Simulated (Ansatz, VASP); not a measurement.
# PtSe2 (1T-PtSe2 4 layers, AA) in two plane-wave programs, part 2 of 2

Wanted: the spread between two codes on one cell, functional and k mesh. The structure shown is the start of the Ansatz relaxation below; VASP solves that cell, so the two are compared at the walk's first step.

VASP 6.6.1 and Ansatz 0.2.0.

So far: Starting point; Ansatz: relaxation, PBE with D3(BJ).

### Step 3. VASP: single point, PBE with D3(BJ), start cell

Level of this step: PBE with D3(BJ); plane waves and PAW (Se, Pt) (VASP).

The same cell, functional, mesh and smearing now go to VASP, with its own data sets.

Lines of VASP's logs that name or quote its potential files are left out, and so is its time.

Input file INCAR:

```
SYSTEM = PtSe2
PREC = Accurate
ENCUT = 400
EDIFF = 1E-06
NELM = 120
ISMEAR = -1
SIGMA = 0.05
LREAL = .FALSE.
ALGO = Normal
GGA = PE
IVDW = 12
NBANDS = 56
LASPH = .TRUE.
LORBIT = 11
LWAVE = .FALSE.
LCHARG = .FALSE.
ISIF = 2
LDIPOL = .TRUE.
IDIPOL = 3
DIPOL = 0.5 0.5 0.5
LVHAR = .TRUE.
GGA_COMPAT = .FALSE.
NELMDL = -8
KPAR = 2
```

Input file POSCAR:

```
PtSe2
1.0
    3.7500000000      0.0000000000      0.0000000000
   -1.8750000000      3.2475950000      0.0000000000
    0.0000000000      0.0000000000     67.7708710000
Se Pt
8 4
Direct
    0.6666667180      0.3333334360      0.3644633695
    0.3333334360      0.6666668719      0.3979249138
    0.6666667180      0.3333334360      0.4436672800
    0.3333334360      0.6666668719      0.4771288243
    0.6666667180      0.3333334360      0.5228711905
    0.3333334360      0.6666668719      0.5563327200
    0.6666667180      0.3333334360      0.6020750862
    0.3333334360      0.6666668719      0.6355366305
    0.0000000000      0.0000000000      0.3811941417
    0.0000000000      0.0000000000      0.4603980521
    0.0000000000      0.0000000000      0.5396019479
    0.0000000000      0.0000000000      0.6188058583
```

Input file KPOINTS:

```
Automatic mesh
0
Gamma
12 12 1
0 0 0
```

PAW data sets: Se and Pt (PBE family, release 64).

Started as:

```console
$ mpirun -np 2 vasp_std
```

Numbers of over 12 decimals in the logs are rounded to 6 here.

Log:

```text
[banner, memory and clock lines left out]
running    2 mpi-ranks, on    1 nodes
 distrk:  each k-point on    1 cores,    2 groups
 distr:  one band on    1 cores,    1 groups

 POSCAR found type information on POSCAR SePt
 POSCAR found :  2 types and      12 ions
 LDA part: xc-table for (Slater+PW92), standard interpolation
|                                                                             |
|           W    W    AA    RRRRR   N    N  II  N    N   GGGG   !!!           |
|           W    W   A  A   R    R  NN   N  II  NN   N  G    G  !!!           |
|           W    W  A    A  R    R  N N  N  II  N N  N  G       !!!           |
|           W WW W  AAAAAA  RRRRR   N  N N  II  N  N N  G  GGG   !            |
|           WW  WW  A    A  R   R   N   NN  II  N   NN  G    G                |
|           W    W  A    A  R    R  N    N  II  N    N   GGGG   !!!           |
|                                                                             |
|     One of the lattice vectors is very long (>50 A), but AMIN is rather     |
|     large. This can spoil convergence since charge sloshing might occur     |
|     along the long lattice vector. If problems with convergence are         |
|     observed, try to decrease AMIN to a smaller value (e.g. 0.01).          |
|     Note: This warning only applies if the self-consistency cycle is        |
|     used.                                                                   |
|                                                                             |

 POSCAR, INCAR and KPOINTS ok, starting setup
 FFT: planning ... GRIDC
 FFT: planning ... GRID_SOFT
 FFT: planning ... GRID
 WAVECAR not read
 entering main loop
       N       E                     dE             d eps       ncg     rms          rms(c)
DAV:   1     0.676447662493E+03    0.67645E+03   -0.27367E+04  2200   0.974E+02
DAV:   2     0.273129552508E+02   -0.64913E+03   -0.62259E+03  3064   0.214E+02
DAV:   3    -0.568096996668E+02   -0.84123E+02   -0.82738E+02  2568   0.838E+01
DAV:   4    -0.591083115599E+02   -0.22986E+01   -0.22689E+01  2712   0.151E+01
DAV:   5    -0.591605229377E+02   -0.52211E-01   -0.52101E-01  2624   0.221E+00
DAV:   6    -0.591623911845E+02   -0.18682E-02   -0.18679E-02  2744   0.414E-01
DAV:   7    -0.591624620909E+02   -0.70906E-04   -0.70902E-04  2792   0.792E-02
DAV:   8    -0.591624647753E+02   -0.26844E-05   -0.26844E-05  2568   0.140E-02    0.294E+01
DAV:   9    -0.563332952150E+02    0.28292E+01   -0.17789E+01  2336   0.246E+01    0.166E+01
DAV:  10    -0.559943887612E+02    0.33891E+00   -0.56323E+00  2296   0.144E+01    0.670E+00
DAV:  11    -0.557173117706E+02    0.27708E+00   -0.43243E-01  2312   0.429E+00    0.156E+00
DAV:  12    -0.556976820785E+02    0.19630E-01   -0.18131E-01  2440   0.219E+00    0.431E-01
DAV:  13    -0.556986641543E+02   -0.98208E-03   -0.12104E-02  2440   0.423E-01    0.460E-01
DAV:  14    -0.556990644458E+02   -0.40029E-03   -0.49083E-04  2632   0.992E-02    0.433E-01
DAV:  15    -0.557025433736E+02   -0.34789E-02   -0.21924E-02  2344   0.498E-01    0.771E-01
DAV:  16    -0.557008798855E+02    0.16635E-02   -0.13510E-03  2288   0.137E-01    0.649E-01
DAV:  17    -0.556993253481E+02    0.15545E-02   -0.13606E-03  2352   0.106E-01    0.410E-01
DAV:  18    -0.556986093333E+02    0.71601E-03   -0.81732E-04  2480   0.773E-02    0.218E-01
DAV:  19    -0.556985166200E+02    0.92713E-04   -0.55127E-05  2704   0.250E-02    0.170E-01
DAV:  20    -0.556983988162E+02    0.11780E-03   -0.12727E-04  2368   0.312E-02    0.849E-02
DAV:  21    -0.556983570464E+02    0.41770E-04   -0.11893E-04  2512   0.295E-02    0.645E-03
DAV:  22    -0.556983568152E+02    0.23111E-06   -0.68501E-06  2464   0.805E-03
   1 F= -.60517007E+02 E0= -.60516310E+02  d E =-.139364E-02
```

OUTCAR, selected parts (step 3):

```text
ion  position               nearest neighbor table
   1  0.667  0.333  0.364-   9 2.44   9 2.44   9 2.44
   2  0.333  0.667  0.398-   9 2.44   9 2.44   9 2.44
   3  0.667  0.333  0.444-  10 2.44  10 2.44  10 2.44
   4  0.333  0.667  0.477-  10 2.44  10 2.44  10 2.44
   5  0.667  0.333  0.523-  11 2.44  11 2.44  11 2.44
   6  0.333  0.667  0.556-  11 2.44  11 2.44  11 2.44
   7  0.667  0.333  0.602-  12 2.44  12 2.44  12 2.44
   8  0.333  0.667  0.636-  12 2.44  12 2.44  12 2.44
   9  0.000  0.000  0.381-   1 2.44   2 2.44   2 2.44   1 2.44   1 2.44   2 2.44
  10  0.000  0.000  0.460-   3 2.44   4 2.44   4 2.44   3 2.44   3 2.44   4 2.44
  11  0.000  0.000  0.540-   5 2.44   5 2.44   5 2.44   6 2.44   6 2.44   6 2.44
  12  0.000  0.000  0.619-   7 2.44   8 2.44   8 2.44   7 2.44   7 2.44   8 2.44

  LATTYP: Found a hexagonal cell.
 ALAT       =     3.7500000000
 C/A-ratio  =    18.0722322667

 Subroutine GETGRP returns: Found 12 space group operations
 (whereof 12 operations were pure point group operations)

The static configuration has the point symmetry D_3d.

 Found     19 irreducible k-points:

   k-points           NKPTS =     19   k-points in BZ     NKDIM =     19   number of bands    NBANDS=     56

   dimension x,y,z NGX =    24 NGY =   24 NGZ =  448
   dimension x,y,z NGXF=    48 NGYF=   48 NGZF=  896

   ENCUT  =  400.0 eV  29.40 Ry    5.42 a.u.   6.12  6.12110.52*2*pi/ulx,y,z

   NELECT =      88.0000    total number of electrons

 k-points in reciprocal lattice and weights: Automatic mesh
   0.00000000  0.00000000  0.00000000       0.007
   0.08333333  0.00000000  0.00000000       0.042
   0.16666667  0.00000000  0.00000000       0.042
   0.25000000 -0.00000000  0.00000000       0.042
   0.33333333 -0.00000000  0.00000000       0.042
   0.41666667 -0.00000000  0.00000000       0.042
   0.50000000 -0.00000000  0.00000000       0.021
   0.08333333  0.08333333  0.00000000       0.042
   0.16666667  0.08333333  0.00000000       0.083
[...]
0.33333333  0.25000000  0.00000000       0.083
   0.33333333  0.33333333  0.00000000       0.014

 dipolmoment           0.000000      0.000000     -0.000006 electrons x Angstroem

 average (electrostatic) potential at core
       1 -60.5972       2 -60.6467       3 -60.6678       4 -60.6686       5 -60.6686
       6 -60.6678       7 -60.6467       8 -60.5973       9 -76.8141      10 -76.8462
      11 -76.8463      12 -76.8142

 E-fermi :  -1.4198

 k-point     1 :       0.0000    0.0000    0.0000
  band No.  band energies     occupation
    ...
     40      -2.7035      2.00000
     41      -2.6877      2.00000
     42      -2.6877      2.00000
     43      -2.3650      2.00000
     44      -1.9810      1.99997
     45       0.7000      0.00000
     46       0.7000      0.00000
     47       0.8024      0.00000
     48       0.8024      0.00000
     49       0.9102      0.00000
    ...

 k-point     2 :       0.0833    0.0000    0.0000
  band No.  band energies     occupation
    ...
     40      -2.6536      2.00000
     41      -2.6497      2.00000
     42      -2.2393      2.00000
     43      -2.0396      1.99999
     44      -1.8086      1.99916
     45       0.1395      0.00000
     46       0.2561      0.00000
     47       0.3867      0.00000
     48       0.4708      0.00000
     49       0.5454      0.00000
    ...

 k-point     3 :       0.1667    0.0000    0.0000
  band No.  band energies     occupation
    ...
     40      -2.5983      2.00000
     41      -2.5891      2.00000
     42      -2.1423      2.00000
     43      -1.9046      1.99988
     44      -1.6466      1.97877
     45      -0.6001      0.00000
     46      -0.5488      0.00000
     47      -0.5060      0.00000
     48      -0.4290      0.00000
     49       0.2996      0.00000
    ...

 Edisp (eV)   -4.81865

  Total      16.43476    16.43476    16.11350    -0.00000     0.00000    -0.00000
  in kB      31.90346    31.90346    31.27982    -0.00000     0.00000    -0.00000
  external pressure =       31.70 kB  Pullay stress =        0.00 kB

  energy-cutoff  :      400.00
  volume of cell :      825.35
      direct lattice vectors                 reciprocal lattice vectors
     3.750000000  0.000000000  0.000000000     0.266666667  0.153960084  0.000000000
    -1.875000000  3.247595000  0.000000000     0.000000000  0.307920169  0.000000000
     0.000000000  0.000000000 67.770871000     0.000000000  0.000000000  0.014755602

 POSITION                                       TOTAL-FORCE (eV/Angst)
 -----------------------------------------------------------------------------------
      1.87500      1.08253     24.70000         0.000000     -0.000000     -2.146700
      0.00000      2.16506     26.96772        -0.000000     -0.000000      2.167959
      1.87500      1.08253     30.06772         0.000000     -0.000000     -2.173981
      0.00000      2.16506     32.33544         0.000000     -0.000000      2.174836
      1.87500      1.08253     35.43544        -0.000000      0.000000     -2.174836
      0.00000      2.16506     37.70315        -0.000000      0.000000      2.173981
      1.87500      1.08253     40.80315         0.000000     -0.000000     -2.167959
      0.00000      2.16506     43.07087         0.000000      0.000000      2.146700
      0.00000      0.00000     25.83386         0.000000     -0.000000      0.187920
      0.00000      0.00000     31.20158         0.000000     -0.000000      0.005289
      0.00000      0.00000     36.56929        -0.000000      0.000000     -0.005289
      0.00000      0.00000     41.93701        -0.000000     -0.000000     -0.187920
 -----------------------------------------------------------------------------------
    total drift:                               -0.000000     -0.001211     -0.000775

  FREE ENERGIE OF THE ION-ELECTRON SYSTEM (eV)
  ---------------------------------------------------
  free  energy   TOTEN  =       -60.5170068567 eV

  energy  without entropy=      -60.5156132200  energy(sigma->0) =      -60.51631004

 vacuum level on the upper side and lower side of the slab         3.330         3.330

 total charge
# of ion       s       p       d       tot
------------------------------------------
    1        1.477   2.297   0.077   3.851
    2        1.479   2.292   0.079   3.850
    3        1.479   2.291   0.079   3.850
    4        1.479   2.292   0.079   3.850
    5        1.479   2.292   0.079   3.850
    6        1.479   2.291   0.079   3.850
    7        1.479   2.292   0.079   3.850
    8        1.477   2.297   0.077   3.851
    9        0.723   0.818   8.080   9.621
   10        0.723   0.817   8.082   9.622
   11        0.723   0.817   8.082   9.622
   12        0.723   0.818   8.080   9.621
--------------------------------------------------
tot         14.721  21.615  32.953  69.289

[... 3 further parts left out ...]
```

### Step 4. Comparison

Known differences besides the potentials themselves: Ansatz cuts the interaction across the vacuum, VASP repeats the sheet with a dipole correction; the data sets hold 200 valence electrons in Ansatz (on its PAW soft_1 files) and 88 in VASP; the cutoff is 420 eV in Ansatz and 400 eV in VASP. Total energies have different zeros and are not compared.

Forces on 8 of the 12 atoms, those with the largest forces and the largest differences (eV/Å; atoms numbered as in POSCAR):

| atom | Ansatz x, y, z | VASP x, y, z |
| --- | --- | --- |
| Se1 | 0.000, 0.000, -2.139 | 0.000, 0.000, -2.147 |
| Se2 | 0.000, 0.000, 2.161 | 0.000, 0.000, 2.168 |
| Se3 | 0.000, 0.000, -2.167 | 0.000, 0.000, -2.174 |
| Se4 | 0.000, 0.000, 2.168 | 0.000, 0.000, 2.175 |
| Se5 | 0.000, 0.000, -2.168 | 0.000, 0.000, -2.175 |
| Se6 | 0.000, 0.000, 2.167 | 0.000, 0.000, 2.174 |
| Se7 | 0.000, 0.000, -2.161 | 0.000, 0.000, -2.168 |
| Se8 | 0.000, 0.000, 2.139 | 0.000, 0.000, 2.147 |

The forces differ by 3.4 meV/Å r.m.s., which is 0.3 % of the r.m.s. force of 1.022 eV/Å (both taken over all components). With vacuum in the cell, a pressure given here is an average over mostly empty space and none of the material.

### Step 5. What came out

```json
{
  "r.m.s. force difference (single point, PBE with D3(BJ), start cell)": "0.34 % of the r.m.s. force"
}
```

In words: The r.m.s. force difference is 0.34 % of the r.m.s. force (single point, PBE with D3(BJ), start cell), within the 3 % picked in this series as the mark of a large difference. The data sets hold unlike numbers of valence electrons (200 in Ansatz and 88 in VASP), so part of the differences comes from the potentials. 1 further run of this series is not shown here. Such differences can come from data sets, numerical settings and the points named under the comparisons, not from the functional's error against experiment.

[Lines on the potential files, build, host, timing and source positions are cut from VASP's logs without a mark.]

[Logs are printed without paths, hosts, clocks, repeated set-up lines and the standing remarks that a program may print on its own settings, such as how far it seeks lower states.]

[Hosts, paths, dates, database ids (printed as entryN), source tags and the programs' standing remarks are cut or masked in the printed files.]
